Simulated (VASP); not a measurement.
Level of theory: r2SCAN+rVV10, VASP's PBE PAW potentials (set 64) (plane waves; VASP 6.6.1).

Input for VASP

File POSCAR:
```
Ni3Fe
1
    3.5038433176     0.0000000000     0.0000000000
   -0.0000000000     3.5038433176     0.0000000000
    0.0000000000    -0.0000000000     3.5038433176
Fe Ni
1 3
Direct
  0.0000000000   0.0000000000   0.0000000000
  0.0000000000   0.5000000000   0.5000000000
  0.5000000000   0.0000000000   0.5000000000
  0.5000000000   0.5000000000   0.0000000000
```

**INCAR**
```
SYSTEM = Ni3Fe
PREC = Accurate; ENCUT = 520; LREAL = F
LASPH = T
EDIFF = 1E-7; NELM = 100; ALGO = Normal
LMAXMIX = 4; LMIXTAU = T
ISMEAR = -5
METAGGA = R2SCAN; LUSE_VDW = T; BPARAM = 11.95
CPARAM = 0.0093
MAGMOM = 3.2 0.7 0.7 0.7
ISPIN = 2
ISIF = 2
LWAVE = F; LCHARG = F; LORBIT = 11
NEDOS = 601
LEFG = T
```

**KPOINTS**
```
kpoints
0
gamma
10 10 10
```

### KPOINTS_OPT
```
k-points along high-symmetry lines
10
Line-mode
Reciprocal
  0.000000   0.000000   0.000000 ! GAMMA
  0.000000   0.500000   0.000000 ! X

  0.000000   0.500000   0.000000 ! X
  0.500000   0.500000   0.000000 ! M

  0.500000   0.500000   0.000000 ! M
  0.000000   0.000000   0.000000 ! GAMMA

  0.000000   0.000000   0.000000 ! GAMMA
  0.500000   0.500000   0.500000 ! R

  0.500000   0.500000   0.500000 ! R
  0.000000   0.500000   0.000000 ! X

  0.500000   0.500000   0.500000 ! R
  0.500000   0.500000   0.000000 ! M
```

POTCAR, in this order: Fe Ni (PBE.64 set). Program: vasp_std.

Output of the run:

OUTCAR:
```
 ion  position               nearest neighbor table
   1  0.000  0.000  0.000-   2 2.48   3 2.48   4 2.48   2 2.48   3 2.48   2 2.48   4 2.48   2 2.48
                             3 2.48   4 2.48   3 2.48   4 2.48
   2  0.000  0.500  0.500-   1 2.48   3 2.48   4 2.48   1 2.48   4 2.48   1 2.48   3 2.48   1 2.48
                             3 2.48   4 2.48   4 2.48   3 2.48
   3  0.500  0.000  0.500-   1 2.48   2 2.48   4 2.48   1 2.48   4 2.48   2 2.48   4 2.48   4 2.48
                             1 2.48   2 2.48   1 2.48   2 2.48
   4  0.500  0.500  0.000-   1 2.48   2 2.48   3 2.48   2 2.48   3 2.48   1 2.48   3 2.48   3 2.48
                             1 2.48   2 2.48   2 2.48   1 2.48
  LATTYP: Found a simple cubic cell.
 ALAT       =     3.5038433176
 Subroutine PRICEL returns:
 Original cell was already a primitive cell.
 Subroutine GETGRP returns: Found 48 space group operations
The static configuration has the point symmetry O_h .
The dynamic configuration has the point symmetry O_h .
The overall configuration has the point symmetry O_h .
 Subroutine INISYM returns: Found 48 space group operations
 Subroutine IBZKPT returns following result:
 Found     56 irreducible k-points:

 Following reciprocal coordinates:
            Coordinates               Weight
  0.000000  0.000000  0.000000      1.000000
  0.100000  0.000000  0.000000      6.000000
  0.200000  0.000000  0.000000      6.000000
  0.300000  0.000000  0.000000      6.000000
  0.400000  0.000000  0.000000      6.000000
  0.500000  0.000000  0.000000      3.000000
  0.100000  0.100000  0.000000     12.000000
  0.200000  0.100000  0.000000     24.000000
  0.300000  0.100000  0.000000     24.000000
  0.400000  0.100000  0.000000     24.000000
  0.500000  0.100000  0.000000     12.000000
  0.200000  0.200000  0.000000     12.000000
  0.300000  0.200000  0.000000     24.000000
  0.400000  0.200000  0.000000     24.000000
  0.500000  0.200000  0.000000     12.000000
  0.300000  0.300000  0.000000     12.000000
  0.400000  0.300000  0.000000     24.000000
...
```

### OSZICAR
```
       N       E                     dE             d eps       ncg     rms          rms(c)
DAV:   1     0.221867423085E+03    0.22187E+03   -0.17987E+04  6096   0.214E+03
DAV:   2    -0.436388497817E+02   -0.26551E+03   -0.25531E+03  5826   0.373E+02
DAV:   3    -0.586042736908E+02   -0.14965E+02   -0.14282E+02  6008   0.124E+02
DAV:   4    -0.588067954616E+02   -0.20252E+00   -0.20204E+00  6236   0.149E+01
DAV:   5    -0.588131581136E+02   -0.63627E-02   -0.63573E-02  8298   0.212E+00    0.227E+01
DAV:   6    -0.525254717740E+02    0.62877E+01   -0.56026E+01  6252   0.133E+02    0.318E+01
DAV:   7    -0.532450619270E+02   -0.71959E+00   -0.24403E+01  6860   0.127E+02    0.252E+01
DAV:   8    -0.494837169068E+02    0.37613E+01   -0.12958E+01  7350   0.615E+01    0.624E+00
DAV:   9    -0.497961614580E+02   -0.31244E+00   -0.10666E+00  6654   0.130E+01    0.337E+00
DAV:  10    -0.497913635045E+02    0.47980E-02   -0.17445E-01  7836   0.899E+00    0.192E+00
DAV:  11    -0.497869412996E+02    0.44222E-02   -0.76287E-02  7344   0.379E+00    0.125E+00
DAV:  12    -0.497888689767E+02   -0.19277E-02   -0.98696E-03  6514   0.173E+00    0.456E-01
DAV:  13    -0.497896191508E+02   -0.75017E-03   -0.13474E-03  7740   0.517E-01    0.138E-01
DAV:  14    -0.497897124925E+02   -0.93342E-04   -0.26134E-04  7394   0.199E-01    0.920E-02
DAV:  15    -0.497897156683E+02   -0.31758E-05   -0.29517E-05  6620   0.101E-01    0.374E-02
DAV:  16    -0.497897137402E+02    0.19281E-05   -0.17995E-05  8136   0.906E-02    0.138E-02
DAV:  17    -0.497897182972E+02   -0.45569E-05   -0.39967E-06  7458   0.447E-02    0.620E-03
DAV:  18    -0.497897195020E+02   -0.12048E-05   -0.46744E-07  6010   0.101E-02    0.313E-03
DAV:  19    -0.497897195844E+02   -0.82412E-07   -0.97928E-08  3646   0.705E-03
   1 F= -.49789720E+02 E0= -.49789720E+02  d E =0.000000E+00  mag=     5.2324
       N       E                     dE             ncg
       N       E                     dE             ncg
```

File OUTCAR:
```
------------------------ aborting loop because EDIFF is reached ----------------------------------------
  FORCE on cell =-STRESS in cart. coord.  units (eV):
  Direction    XX          YY          ZZ          XY          YZ          ZX
  --------------------------------------------------------------------------------------
  Total        0.0365673      0.0365673      0.0365673      0.0000000      0.0000000      0.0000000
  in kB        1.3619759      1.3619759      1.3619759      0.0000000      0.0000000      0.0000000
  external PRESSURE =       1.3619759 kB  Pullay stress =       0.0000000 kB
  volume of cell :       43.02
      direct lattice vectors                 reciprocal lattice vectors
     3.503843318  0.000000000  0.000000000     0.285400890  0.000000000  0.000000000
     0.000000000  3.503843318  0.000000000     0.000000000  0.285400890  0.000000000
     0.000000000  0.000000000  3.503843318     0.000000000  0.000000000  0.285400890
 POSITION                                       TOTAL-FORCE (eV/Angst)
 -----------------------------------------------------------------------------------
      0.00000      0.00000      0.00000         0.000000      0.000000      0.000000
      0.00000      1.75192      1.75192         0.000000      0.000000      0.000000
      1.75192      0.00000      1.75192         0.000000      0.000000      0.000000
      1.75192      1.75192      0.00000         0.000000      0.000000      0.000000
 -----------------------------------------------------------------------------------
    total drift:                                0.000000      0.000000      0.000000
  FREE ENERGIE OF THE ION-ELECTRON SYSTEM (eV)
  ---------------------------------------------------
  free  energy   TOTEN  =       -49.7897195844 eV

  energy  without entropy=      -49.7897195844  energy(sigma->0) =      -49.78971958

 total charge

# of ion       s       p       d       tot
------------------------------------------
    1        0.499   0.566   6.057   7.122
    2        0.538   0.575   8.334   9.446
    3        0.538   0.575   8.334   9.446
    4        0.538   0.575   8.334   9.446
--------------------------------------------------
tot          2.111   2.290  31.058  35.459

 magnetization (x)

# of ion       s       p       d       tot
------------------------------------------
    1        0.024  -0.013   3.154   3.165
    2       -0.021  -0.072   0.812   0.719
    3       -0.021  -0.072   0.812   0.719
    4       -0.021  -0.072   0.812   0.719
--------------------------------------------------
tot         -0.038  -0.231   5.591   5.322

 Electric field gradients after diagonalization (V/A^2)
 (convention: |V_zz| > |V_xx| > |V_yy|)
----------------------------------------------------------------------
 ion       V_xx      V_yy      V_zz     asymmetry (V_yy - V_xx)/ V_zz
----------------------------------------------------------------------
   1      -0.000    -0.000    -0.000      -0.215
   2      -6.318    -6.318    12.637       0.000
   3      -6.318    -6.318    12.637       0.000
   4      -6.318    -6.318    12.637       0.000
```
(Selected blocks of OUTCAR.)

For a metal the tetrahedron method with Blöchl corrections gives inexact stress and forces.

The compound is Ni3Fe in the L1_2 structure. It was relaxed first.
